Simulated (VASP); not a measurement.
Computed with PW91 GGA, VASP's PBE PAW potentials (set 64) (plane waves; VASP).

VASP ran on this input.

File KPOINTS:
```
Automatic mesh
0
Gamma
6 6 5
0 0 0
```

**INCAR**
```
SYSTEM = BaTiO3
PREC = Accurate; ENCUT = 520; LREAL = .False.
LASPH = .True.
EDIFF = 1E-7; NELM = 100; ALGO = Normal
LMAXMIX = 4
ISMEAR = 0; SIGMA = 0.05
GGA = 91
IBRION = 2; NSW = 30; ISIF = 4
EDIFFG = -0.01
LWAVE = .False.; LCHARG = .False.
```

**POSCAR**
```
BaTiO3
1.0
  3.9118765193   0.0000000000   0.0000000000
  0.0000000000   3.9118765193   0.0000000000
  0.0000000000   0.0000000000   4.1266399651
Ba Ti O
1 1 3
Direct
  0.0000000000   0.0000000000   0.0095048512
  0.5000000000   0.5000000000   0.5288016775
  0.5000000000   0.5000000000   0.9607151096
  0.0000000000   0.5000000000   0.4824891809
  0.5000000000   0.0000000000   0.4824891809
```

POTCAR, in this order: Ba_sv Ti_sv O (PBE.64 set). Program: vasp_std.

What VASP printed:

File OUTCAR:
```
 ion  position               nearest neighbor table
   1  0.000  0.000  0.010-   4 2.76   5 2.76   4 2.76   5 2.76   3 2.77   3 2.77   3 2.77   3 2.77
                             4 2.92   5 2.92   5 2.92   4 2.92   2 3.40   2 3.40   2 3.40   2 3.40
   2  0.500  0.500  0.529-   3 1.78   4 1.97   5 1.97   5 1.97   4 1.97   3 2.34   1 3.40   1 3.40
                             1 3.40   1 3.40   1 3.50   1 3.50   1 3.50   1 3.50
   3  0.500  0.500  0.961-   2 1.78   2 2.34   1 2.77   1 2.77   1 2.77   1 2.77
   4  0.000  0.500  0.482-   2 1.97   2 1.97   1 2.76   1 2.76   1 2.92   1 2.92
   5  0.500  0.000  0.482-   2 1.97   2 1.97   1 2.76   1 2.76   1 2.92   1 2.92
  LATTYP: Found a simple tetragonal cell.
 ALAT       =     3.9118765193
 C/A-ratio  =     1.0549003642
 Subroutine PRICEL returns:
 Original cell was already a primitive cell.
 Subroutine GETGRP returns: Found  8 space group operations
The static configuration has the point symmetry C_4v.
The dynamic configuration has the point symmetry C_4v.
 Subroutine INISYM returns: Found  8 space group operations
 Subroutine IBZKPT returns following result:
 Found     30 irreducible k-points:

 Following reciprocal coordinates:
            Coordinates               Weight
  0.000000  0.000000  0.000000      1.000000
  0.166667  0.000000  0.000000      4.000000
  0.333333  0.000000  0.000000      4.000000
  0.500000  0.000000  0.000000      2.000000
  0.166667  0.166667  0.000000      4.000000
  0.333333  0.166667  0.000000      8.000000
  0.500000  0.166667  0.000000      4.000000
  0.333333  0.333333  0.000000      4.000000
  0.500000  0.333333  0.000000      4.000000
  0.500000  0.500000  0.000000      1.000000
  0.000000  0.000000  0.200000      2.000000
  0.166667  0.000000  0.200000      8.000000
  0.333333  0.000000  0.200000      8.000000
  0.500000  0.000000  0.200000      4.000000
  0.166667  0.166667  0.200000      8.000000
  0.333333  0.166667  0.200000     16.000000
  0.500000  0.166667  0.200000      8.000000
  0.333333  0.333333  0.200000      8.000000
...
```

File OSZICAR:
```
...
DAV:   5    -0.402324880925E+02    0.10203E-03   -0.24468E-03  1712   0.424E-01    0.575E-02
DAV:   6    -0.402324464586E+02    0.41634E-04   -0.34343E-04  1832   0.180E-01    0.312E-02
DAV:   7    -0.402324465022E+02   -0.43575E-07   -0.11404E-04  1888   0.870E-02    0.157E-02
DAV:   8    -0.402324420981E+02    0.44041E-05   -0.41301E-05  1808   0.454E-02    0.323E-03
DAV:   9    -0.402324423344E+02   -0.23630E-06   -0.28511E-06  1648   0.122E-02    0.155E-03
DAV:  10    -0.402324423444E+02   -0.10057E-07   -0.25276E-07  1448   0.498E-03
   2 F= -.40232442E+02 E0= -.40232442E+02  d E =-.229799E-01
       N       E                     dE             d eps       ncg     rms          rms(c)
DAV:   1    -0.402318341142E+02    0.60822E-03   -0.18223E-01  1592   0.487E+00    0.112E-01
DAV:   2    -0.402327587831E+02   -0.92467E-03   -0.10936E-02  1512   0.737E-01    0.112E-01
DAV:   3    -0.402327439710E+02    0.14812E-04   -0.55852E-04  2016   0.176E-01    0.647E-02
DAV:   4    -0.402327284876E+02    0.15483E-04   -0.10724E-04  1832   0.958E-02    0.291E-02
DAV:   5    -0.402327274151E+02    0.10725E-05   -0.29917E-05  1680   0.455E-02    0.710E-03
DAV:   6    -0.402327268507E+02    0.56437E-06   -0.54258E-06  1808   0.213E-02    0.368E-03
DAV:   7    -0.402327268446E+02    0.61509E-08   -0.12485E-06  1800   0.954E-03    0.177E-03
DAV:   8    -0.402327267978E+02    0.46808E-07   -0.50196E-07  1440   0.518E-03
   3 F= -.40232727E+02 E0= -.40232727E+02  d E =-.232643E-01
       N       E                     dE             d eps       ncg     rms          rms(c)
DAV:   1    -0.402692514833E+02   -0.36525E-01   -0.44711E+00  1456   0.209E+01    0.129E+00
DAV:   2    -0.402627186807E+02    0.65328E-02   -0.23596E-01  1504   0.363E+00    0.809E-01
DAV:   3    -0.402497280600E+02    0.12991E-01   -0.36347E-02  1920   0.172E+00    0.259E-01
DAV:   4    -0.402487494484E+02    0.97861E-03   -0.67607E-03  1880   0.698E-01    0.855E-02
DAV:   5    -0.402487504583E+02   -0.10099E-05   -0.12060E-03  1840   0.256E-01    0.468E-02
DAV:   6    -0.402487288052E+02    0.21653E-04   -0.17311E-04  1880   0.107E-01    0.241E-02
DAV:   7    -0.402487334544E+02   -0.46492E-05   -0.37806E-05  1928   0.487E-02    0.112E-02
DAV:   8    -0.402487321364E+02    0.13180E-05   -0.16035E-05  1736   0.278E-02    0.188E-03
DAV:   9    -0.402487321945E+02   -0.58088E-07   -0.85081E-07  1616   0.721E-03
   4 F= -.40248732E+02 E0= -.40248732E+02  d E =-.160054E-01
       N       E                     dE             d eps       ncg     rms          rms(c)
DAV:   1    -0.402685764951E+02   -0.19844E-01   -0.33767E+00  1448   0.181E+01    0.112E+00
DAV:   2    -0.402639777875E+02    0.45987E-02   -0.18038E-01  1528   0.317E+00    0.697E-01
DAV:   3    -0.402542289655E+02    0.97488E-02   -0.28841E-02  1920   0.153E+00    0.234E-01
DAV:   4    -0.402534243572E+02    0.80461E-03   -0.53654E-03  1856   0.615E-01    0.786E-02
DAV:   5    -0.402534237754E+02    0.58183E-06   -0.10733E-03  1816   0.235E-01    0.429E-02
DAV:   6    -0.402534045916E+02    0.19184E-04   -0.15105E-04  1840   0.100E-01    0.212E-02
DAV:   7    -0.402534085858E+02   -0.39942E-05   -0.37600E-05  1920   0.469E-02    0.112E-02
DAV:   8    -0.402534071509E+02    0.14349E-05   -0.15530E-05  1784   0.273E-02    0.165E-03
DAV:   9    -0.402534072172E+02   -0.66282E-07   -0.80589E-07  1616   0.682E-03
   5 F= -.40253407E+02 E0= -.40253407E+02  d E =-.206804E-01
       N       E                     dE             d eps       ncg     rms          rms(c)
DAV:   1    -0.402511830393E+02    0.22241E-02   -0.96896E-01  1664   0.118E+01    0.225E-01
DAV:   2    -0.402563505588E+02   -0.51675E-02   -0.63159E-02  1496   0.185E+00    0.147E-01
DAV:   3    -0.402562980475E+02    0.52511E-04   -0.23344E-03  2040   0.343E-01    0.856E-02
DAV:   4    -0.402562042471E+02    0.93800E-04   -0.32933E-04  2040   0.183E-01    0.340E-02
DAV:   5    -0.402561989393E+02    0.53078E-05   -0.86408E-05  1968   0.794E-02    0.123E-02
DAV:   6    -0.402561985733E+02    0.36604E-06   -0.84963E-06  2016   0.269E-02    0.705E-03
DAV:   7    -0.402561984008E+02    0.17251E-06   -0.19494E-06  1816   0.116E-02    0.298E-03
DAV:   8    -0.402561984745E+02   -0.73733E-07   -0.38021E-07  1480   0.520E-03
   6 F= -.40256198E+02 E0= -.40256198E+02  d E =-.279126E-02
       N       E                     dE             d eps       ncg     rms          rms(c)
DAV:   1    -0.402463914935E+02    0.98069E-02   -0.21508E+00  1664   0.176E+01    0.333E-01
DAV:   2    -0.402579177634E+02   -0.11526E-01   -0.14024E-01  1496   0.275E+00    0.216E-01
DAV:   3    -0.402577913983E+02    0.12637E-03   -0.51266E-03  2032   0.508E-01    0.126E-01
DAV:   4    -0.402575793708E+02    0.21203E-03   -0.72260E-04  1992   0.271E-01    0.456E-02
DAV:   5    -0.402575716345E+02    0.77363E-05   -0.18029E-04  1920   0.113E-01    0.180E-02
DAV:   6    -0.402575706321E+02    0.10023E-05   -0.16176E-05  2032   0.381E-02    0.102E-02
DAV:   7    -0.402575702790E+02    0.35314E-06   -0.43598E-06  1832   0.174E-02    0.410E-03
DAV:   8    -0.402575703955E+02   -0.11653E-06   -0.77439E-07  1688   0.757E-03    0.117E-03
DAV:   9    -0.402575703895E+02    0.60254E-08   -0.17301E-07   944   0.410E-03
   7 F= -.40257570E+02 E0= -.40257570E+02  d E =-.416317E-02
       N       E                     dE             d eps       ncg     rms          rms(c)
DAV:   1    -0.402575297917E+02    0.40604E-04   -0.91091E-03  1664   0.114E+00    0.217E-02
DAV:   2    -0.402575788366E+02   -0.49045E-04   -0.59900E-04  1504   0.180E-01    0.140E-02
DAV:   3    -0.402575783646E+02    0.47195E-06   -0.23038E-05  2024   0.337E-02    0.810E-03
DAV:   4    -0.402575774765E+02    0.88809E-06   -0.30878E-06  2032   0.177E-02    0.355E-03
DAV:   5    -0.402575773862E+02    0.90385E-07   -0.86268E-07  1952   0.807E-03
   8 F= -.40257577E+02 E0= -.40257577E+02  d E =-.417017E-02
       N       E                     dE             d eps       ncg     rms          rms(c)
DAV:   1    -0.402576921695E+02   -0.11469E-03   -0.43031E-02  1440   0.160E+00    0.842E-02
DAV:   2    -0.402576878215E+02    0.43480E-05   -0.10817E-03  1520   0.255E-01    0.513E-02
DAV:   3    -0.402576462082E+02    0.41613E-04   -0.14014E-04  1928   0.994E-02    0.219E-02
DAV:   4    -0.402576382995E+02    0.79087E-05   -0.35139E-05  1856   0.501E-02    0.729E-03
DAV:   5    -0.402576378918E+02    0.40775E-06   -0.59998E-06  1776   0.203E-02    0.314E-03
DAV:   6    -0.402576378549E+02    0.36816E-07   -0.57981E-07  1816   0.641E-03
   9 F= -.40257638E+02 E0= -.40257638E+02  d E =-.604688E-04
       N       E                     dE             d eps       ncg     rms          rms(c)
DAV:   1    -0.402576428302E+02   -0.49384E-05   -0.14179E-03  1440   0.291E-01    0.154E-02
DAV:   2    -0.402576426521E+02    0.17802E-06   -0.35484E-05  1544   0.462E-02    0.945E-03
DAV:   3    -0.402576412043E+02    0.14479E-05   -0.50784E-06  1920   0.188E-02    0.401E-03
DAV:   4    -0.402576409480E+02    0.25623E-06   -0.11885E-06  1824   0.914E-03    0.137E-03
DAV:   5    -0.402576409262E+02    0.21805E-07   -0.20656E-07  1200   0.383E-03
  10 F= -.40257641E+02 E0= -.40257641E+02  d E =-.635401E-04
       N       E                     dE             d eps       ncg     rms          rms(c)
DAV:   1    -0.402576238436E+02    0.17104E-04   -0.35128E-03  1712   0.865E-01    0.222E-02
DAV:   2    -0.402576515679E+02   -0.27724E-04   -0.34677E-04  1456   0.129E-01    0.137E-02
DAV:   3    -0.402576504117E+02    0.11563E-05   -0.12879E-05  2080   0.288E-02    0.718E-03
DAV:   4    -0.402576496883E+02    0.72336E-06   -0.23353E-06  1984   0.145E-02    0.276E-03
DAV:   5    -0.402576495864E+02    0.10190E-06   -0.48852E-07  1816   0.647E-03    0.666E-04
DAV:   6    -0.402576495839E+02    0.25329E-08   -0.28526E-08   816   0.175E-03
  11 F= -.40257650E+02 E0= -.40257650E+02  d E =-.865765E-05
```

File OUTCAR:
```
------------------------ aborting loop because EDIFF is reached ----------------------------------------
  FORCE on cell =-STRESS in cart. coord.  units (eV):
  Direction    XX          YY          ZZ          XY          YZ          ZX
  --------------------------------------------------------------------------------------
  Total        3.0016706      3.0016706      3.0050286      0.0000000      0.0000000      0.0000000
  in kB       76.1564629     76.1564629     76.2416594      0.0000000      0.0000000      0.0000000
  external PRESSURE =      76.1848618 kB  Pullay stress =       0.0000000 kB
  volume of cell :       63.15
      direct lattice vectors                 reciprocal lattice vectors
     3.963912282  0.000000000  0.000000000     0.252276016  0.000000000  0.000000000
     0.000000000  3.963912282 -0.000000000     0.000000000  0.252276016 -0.000000000
     0.000000000  0.000000000  4.019007202     0.000000000  0.000000000  0.248817668
 POSITION                                       TOTAL-FORCE (eV/Angst)
 -----------------------------------------------------------------------------------
      0.00000      0.00000      4.01777         0.000000     -0.000000     -0.000209
      1.98196      1.98196      2.06507         0.000000     -0.000000     -0.000980
      1.98196      1.98196      3.93199         0.000000     -0.000000     -0.000770
      0.00000      1.98196      1.95351         0.000000      0.000000      0.000979
      1.98196      3.96391      1.95351         0.000000      0.000000      0.000979
 -----------------------------------------------------------------------------------
    total drift:                                0.000000      0.000000     -0.000200
  FREE ENERGIE OF THE ION-ELECTRON SYSTEM (eV)
  ---------------------------------------------------
  free  energy   TOTEN  =       -40.2576495839 eV

  energy  without entropy=      -40.2576495839  energy(sigma->0) =      -40.25764958

 reached required accuracy - stopping structural energy minimisation
```
(Selected blocks of OUTCAR.)

### CONTCAR
```
BaTiO3
   1.00000000000000
     3.9639122815107886    0.0000000000000000    0.0000000000000000
     0.0000000000000000    3.9639122815107886   -0.0000000000000000
     0.0000000000000000    0.0000000000000000    4.0190072015764216
  Ba              Ti              O
     1     1     3
Direct
     0.0000000000000000    0.0000000000000000    0.9996912928767518
     0.5000000000000000    0.5000000000000000    0.5138256163566283
     0.5000000000000000    0.5000000000000000    0.9783483668551662
     0.0000000000000000    0.5000000000000000    0.4860673620057235
     0.5000000000000000    1.0000000000000000    0.4860673620057235
```

The compound is BaTiO3 in the tetragonal perovskite structure. This cell is one point of a volume scan, at 0.94 of the reference volume. Symmetry was kept, so distortions that lower it aren't found.
